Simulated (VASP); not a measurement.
Method: LDA (Ceperley-Alder, Perdew-Zunger), VASP's LDA PAW potentials (set 64) (plane waves; VASP).

VASP ran on this input.

### POSCAR
```
Mo
1
   -1.5571921062     1.5571921062     1.5571921062
    1.5571921062    -1.5571921062     1.5571921062
    1.5571921062     1.5571921062    -1.5571921062
Mo
1
Direct
  0.0000000000   0.0000000000   0.0000000000
```

### KPOINTS
```
Automatic
0
gamma
  15 15 15
```

### INCAR
```
! general
SYSTEM  = Mo
PREC    = Accurate
ENCUT   = 530   ! plane-wave cut-off (eV)
LREAL   = .FALSE.   ! projection in real space or not
LASPH   = .TRUE.

! electronic loop
EDIFF   = 1E-7   ! SCF stop (eV)
NELM    = 100   ! most electronic steps
ALGO    = Normal   ! blocked Davidson
LMAXMIX = 4

! smearing
ISMEAR  = 1   ! Methfessel-Paxton
SIGMA   = 0.1

! ions
IBRION  = 6   ! finite differences
NSW     = 1   ! most ionic steps
ISIF    = 3
POTIM   = 0.015
NFREE   = 2

! output
LWAVE   = .FALSE.
LCHARG  = .FALSE.
```

POTCAR, in this order: Mo_sv (LDA.64 set). Program: vasp_std.

The run wrote:

### OSZICAR
```
...
DAV:   2    -0.121435043887E+02    0.19928E+00   -0.36212E-01  6834   0.831E+00    0.107E+00
DAV:   3    -0.121186307560E+02    0.24874E-01   -0.75079E-02  7160   0.350E+00    0.989E-01
DAV:   4    -0.121192432953E+02   -0.61254E-03   -0.29149E-03  6798   0.633E-01    0.103E-01
DAV:   5    -0.121192266872E+02    0.16608E-04   -0.23984E-04  7266   0.204E-01    0.616E-02
DAV:   6    -0.121192366909E+02   -0.10004E-04   -0.27543E-05  6889   0.711E-02    0.430E-03
DAV:   7    -0.121192366844E+02    0.64699E-08   -0.29349E-07  7179   0.718E-03
   7 F= -.12119237E+02 E0= -.12119107E+02  d E =-.390415E-03
       N       E                     dE             d eps       ncg     rms          rms(c)
DAV:   1    -0.122026233908E+02   -0.83387E-01   -0.24328E+00 20605   0.213E+01    0.263E+00
DAV:   2    -0.121339079277E+02    0.68715E-01   -0.11909E-01 22177   0.472E+00    0.650E-01
DAV:   3    -0.121246008957E+02    0.93070E-02   -0.26311E-02 22565   0.202E+00    0.444E-01
DAV:   4    -0.121247310023E+02   -0.13011E-03   -0.10554E-03 21430   0.391E-01    0.381E-02
DAV:   5    -0.121247246382E+02    0.63641E-05   -0.11842E-04 23068   0.145E-01    0.439E-02
DAV:   6    -0.121247267027E+02   -0.20645E-05   -0.50637E-06 21214   0.300E-02    0.160E-03
DAV:   7    -0.121247266878E+02    0.14972E-07   -0.62610E-08 15693   0.336E-03
   8 F= -.12124727E+02 E0= -.12124597E+02  d E =-.387957E-03
       N       E                     dE             d eps       ncg     rms          rms(c)
DAV:   1    -0.122042310491E+02   -0.79504E-01   -0.15578E+00 20899   0.147E+01    0.157E+00
DAV:   2    -0.121397372314E+02    0.64494E-01   -0.61261E-02 22297   0.307E+00    0.693E-01
DAV:   3    -0.121246968635E+02    0.15040E-01   -0.34553E-02 22117   0.206E+00    0.126E-01
DAV:   4    -0.121247372704E+02   -0.40407E-04   -0.69189E-04 21292   0.389E-01    0.340E-02
DAV:   5    -0.121247265037E+02    0.10767E-04   -0.27922E-05 23317   0.597E-02    0.440E-03
DAV:   6    -0.121247266774E+02   -0.17368E-06   -0.66901E-07 21916   0.122E-02    0.183E-03
DAV:   7    -0.121247266702E+02    0.71898E-08   -0.12826E-08 12827   0.129E-03
   9 F= -.12124727E+02 E0= -.12124597E+02  d E =-.387961E-03
       N       E                     dE             d eps       ncg     rms          rms(c)
DAV:   1    -0.121335363351E+02   -0.88097E-02   -0.13233E+00 20968   0.136E+01    0.948E-01
DAV:   2    -0.121166714157E+02    0.16865E-01   -0.27879E-02 22732   0.208E+00    0.476E-01
DAV:   3    -0.121191299726E+02   -0.24586E-02   -0.17563E-02 22306   0.149E+00    0.131E-01
DAV:   4    -0.121238699256E+02   -0.47400E-02   -0.18999E-03 21754   0.526E-01    0.378E-02
DAV:   5    -0.121246419202E+02   -0.77199E-03   -0.11814E-04 22762   0.137E-01    0.104E-02
DAV:   6    -0.121247155157E+02   -0.73595E-04   -0.28772E-06 22402   0.239E-02    0.208E-03
DAV:   7    -0.121247248627E+02   -0.93470E-05   -0.39542E-08 14622   0.304E-03    0.404E-04
DAV:   8    -0.121247258293E+02   -0.96657E-06   -0.41934E-09 11429   0.972E-04    0.133E-04
DAV:   9    -0.121247264807E+02   -0.65144E-06   -0.46003E-10 10721   0.314E-04    0.424E-05
DAV:  10    -0.121247267194E+02   -0.23867E-06   -0.11667E-10 10484   0.150E-04    0.945E-06
DAV:  11    -0.121247267358E+02   -0.16349E-07   -0.22655E-11 10400   0.673E-05
  10 F= -.12124727E+02 E0= -.12124597E+02  d E =-.387977E-03
       N       E                     dE             d eps       ncg     rms          rms(c)
DAV:   1    -0.122041965261E+02   -0.79470E-01   -0.16192E+00 20518   0.151E+01    0.156E+00
DAV:   2    -0.121397493170E+02    0.64447E-01   -0.61134E-02 22486   0.306E+00    0.693E-01
DAV:   3    -0.121246970371E+02    0.15052E-01   -0.34646E-02 22032   0.206E+00    0.126E-01
DAV:   4    -0.121247395657E+02   -0.42529E-04   -0.71301E-04 21394   0.395E-01    0.334E-02
DAV:   5    -0.121247264900E+02    0.13076E-04   -0.31269E-05 23251   0.639E-02    0.479E-03
DAV:   6    -0.121247267301E+02   -0.24017E-06   -0.77224E-07 22026   0.129E-02    0.187E-03
DAV:   7    -0.121247267208E+02    0.93266E-08   -0.80783E-09 12971   0.124E-03
  11 F= -.12124727E+02 E0= -.12124597E+02  d E =-.387980E-03
       N       E                     dE             d eps       ncg     rms          rms(c)
DAV:   1    -0.121930273507E+02   -0.68301E-01   -0.12207E+00 21013   0.131E+01    0.921E-01
DAV:   2    -0.121561328004E+02    0.36895E-01   -0.27473E-02 22366   0.207E+00    0.474E-01
DAV:   3    -0.121312092445E+02    0.24924E-01   -0.19975E-02 22084   0.156E+00    0.118E-01
DAV:   4    -0.121257019200E+02    0.55073E-02   -0.15779E-03 22462   0.484E-01    0.360E-02
DAV:   5    -0.121248083926E+02    0.89353E-03   -0.11478E-04 22390   0.129E-01    0.121E-02
DAV:   6    -0.121247428720E+02    0.65521E-04   -0.35657E-06 22702   0.257E-02    0.227E-03
DAV:   7    -0.121247339225E+02    0.89495E-05   -0.38282E-08 14180   0.309E-03    0.600E-04
DAV:   8    -0.121247276136E+02    0.63088E-05   -0.50731E-09 11363   0.990E-04    0.123E-04
DAV:   9    -0.121247269095E+02    0.70415E-06   -0.59513E-10 10667   0.381E-04    0.590E-05
DAV:  10    -0.121247267724E+02    0.13711E-06   -0.14153E-10 10559   0.177E-04    0.172E-05
DAV:  11    -0.121247267429E+02    0.29461E-07   -0.23815E-11 10364   0.755E-05
  12 F= -.12124727E+02 E0= -.12124597E+02  d E =-.387977E-03
       N       E                     dE             d eps       ncg     rms          rms(c)
DAV:   1    -0.122040438777E+02   -0.79317E-01   -0.16598E+00 20641   0.153E+01    0.156E+00
DAV:   2    -0.121397674801E+02    0.64276E-01   -0.62120E-02 22414   0.308E+00    0.694E-01
DAV:   3    -0.121246985239E+02    0.15069E-01   -0.34793E-02 22206   0.207E+00    0.127E-01
DAV:   4    -0.121247385443E+02   -0.40020E-04   -0.70775E-04 21333   0.394E-01    0.346E-02
DAV:   5    -0.121247265116E+02    0.12033E-04   -0.29895E-05 23364   0.619E-02    0.467E-03
DAV:   6    -0.121247267319E+02   -0.22038E-06   -0.71059E-07 21979   0.126E-02    0.188E-03
DAV:   7    -0.121247267216E+02    0.10337E-07   -0.90935E-09 12922   0.126E-03
  13 F= -.12124727E+02 E0= -.12124597E+02  d E =-.387983E-03
       N       E                     dE             d eps       ncg     rms          rms(c)
DAV:   1    -0.121691596864E+02   -0.44433E-01   -0.21712E+00  2640   0.230E+01    0.527E-01
DAV:   2    -0.121525910416E+02    0.16569E-01   -0.62079E-02  3030   0.339E+00    0.328E-01
DAV:   3    -0.121264156464E+02    0.26175E-01   -0.16481E-02  2907   0.154E+00    0.313E-02
DAV:   4    -0.121258561276E+02    0.55952E-03   -0.40365E-04  2853   0.276E-01    0.922E-03
DAV:   5    -0.121256893166E+02    0.16681E-03   -0.15804E-06  3132   0.159E-02    0.422E-03
DAV:   6    -0.121255927134E+02    0.96603E-04   -0.16943E-07  1934   0.576E-03    0.380E-04
DAV:   7    -0.121255912254E+02    0.14880E-05   -0.10072E-08  1599   0.141E-03    0.900E-05
DAV:   8    -0.121255904803E+02    0.74509E-06   -0.95907E-10  1443   0.460E-04    0.184E-05
DAV:   9    -0.121255904522E+02    0.28175E-07   -0.13551E-10  1422   0.169E-04
  14 F= -.12125590E+02 E0= -.12125338E+02  d E =-.756899E-03
       N       E                     dE             d eps       ncg     rms          rms(c)
DAV:   1    -0.121103957195E+02    0.15195E-01   -0.58414E+00  2655   0.389E+01    0.216E-01
DAV:   2    -0.121261728355E+02   -0.15777E-01   -0.16999E-01  2652   0.532E+00    0.129E-01
DAV:   3    -0.121255880258E+02    0.58481E-03   -0.17552E-03  2937   0.674E-01    0.238E-02
DAV:   4    -0.121255883269E+02   -0.30109E-06   -0.11867E-04  2924   0.136E-01    0.799E-03
DAV:   5    -0.121255893874E+02   -0.10605E-05   -0.26076E-06  2985   0.230E-02    0.283E-03
DAV:   6    -0.121255902727E+02   -0.88527E-06   -0.20300E-07  2190   0.721E-03    0.130E-03
DAV:   7    -0.121255904435E+02   -0.17078E-06   -0.39496E-08  1401   0.271E-03    0.721E-05
DAV:   8    -0.121255904421E+02    0.13461E-08   -0.25587E-09  1377   0.721E-04
  15 F= -.12125590E+02 E0= -.12125338E+02  d E =-.756902E-03
```

### OUTCAR
```
------------------------ aborting loop because EDIFF is reached ----------------------------------------
  FORCE on cell =-STRESS in cart. coord.  units (eV):
  Direction    XX          YY          ZZ          XY          YZ          ZX
  --------------------------------------------------------------------------------------
  Total        0.0665624      0.0665624      0.0665624     -0.0000000      0.0000000      0.0000000
  in kB        7.0607876      7.0607876      7.0607876     -0.0000000      0.0000000      0.0000000
  external PRESSURE =       7.0607876 kB  Pullay stress =       0.0000000 kB
  volume of cell :       15.10
      direct lattice vectors                 reciprocal lattice vectors
    -1.557192106  1.557192106  1.557192106     0.000000000  0.321090762  0.321090762
     1.557192106 -1.557192106  1.557192106     0.321090762  0.000000000  0.321090762
     1.557192106  1.557192106 -1.557192106     0.321090762  0.321090762  0.000000000
 POSITION                                       TOTAL-FORCE (eV/Angst)
 -----------------------------------------------------------------------------------
     -0.01500      0.00000      0.00000        -0.000000     -0.000000     -0.000000
 -----------------------------------------------------------------------------------
    total drift:                                0.000014      0.000000      0.000000
  FREE ENERGIE OF THE ION-ELECTRON SYSTEM (eV)
  ---------------------------------------------------
  free  energy   TOTEN  =       -12.1255904421 eV

  energy  without entropy=      -12.1248335398  energy(sigma->0) =      -12.12533814

   1 f/i=    0.000000 THz     0.000000 2PiTHz    0.000000 cm-1     0.000000 meV
             X         Y         Z           dx          dy          dz
      0.000000  0.000000  0.000000     1.000000    0.000000    0.000000

   2 f/i=    0.000000 THz     0.000000 2PiTHz    0.000000 cm-1     0.000000 meV
             X         Y         Z           dx          dy          dz
      0.000000  0.000000  0.000000     0.000000    1.000000    0.000000

   3 f/i=    0.000000 THz     0.000000 2PiTHz    0.000000 cm-1     0.000000 meV
             X         Y         Z           dx          dy          dz
      0.000000  0.000000  0.000000     0.000000    0.000000    1.000000

 ELASTIC MODULI CONTR FROM IONIC RELAXATION (kBar)
 Direction    XX          YY          ZZ          XY          YZ          ZX
 --------------------------------------------------------------------------------
 XX           0.0000      0.0000      0.0000      0.0000      0.0000      0.0000
 YY           0.0000      0.0000      0.0000      0.0000      0.0000      0.0000
 ZZ           0.0000      0.0000      0.0000      0.0000      0.0000      0.0000
 XY           0.0000      0.0000      0.0000      0.0000      0.0000      0.0000
 YZ           0.0000      0.0000      0.0000      0.0000      0.0000      0.0000
 ZX           0.0000      0.0000      0.0000      0.0000      0.0000      0.0000
 --------------------------------------------------------------------------------

 TOTAL ELASTIC MODULI (kBar)
 Direction    XX          YY          ZZ          XY          YZ          ZX
 --------------------------------------------------------------------------------
 XX        4904.7209   1923.8960   1923.8960      0.0000      0.0000      0.0000
 YY        1923.8960   4904.7209   1923.8960      0.0000     -0.0000      0.0000
 ZZ        1923.8960   1923.8960   4904.7209      0.0000      0.0000      0.0000
 XY           0.0000      0.0000      0.0000    861.2616      0.0000      0.0000
 YZ           0.0000     -0.0000      0.0000      0.0000    861.2616      0.0000
 ZX           0.0000      0.0000      0.0000      0.0000      0.0000    861.2616
 --------------------------------------------------------------------------------
```
(Selected blocks of OUTCAR.)

Finite-difference elastic constants of metals are sensitive to mesh and smearing; shear constants can be off by tens of GPa.

The compound is Mo in the bcc structure. It was relaxed first.
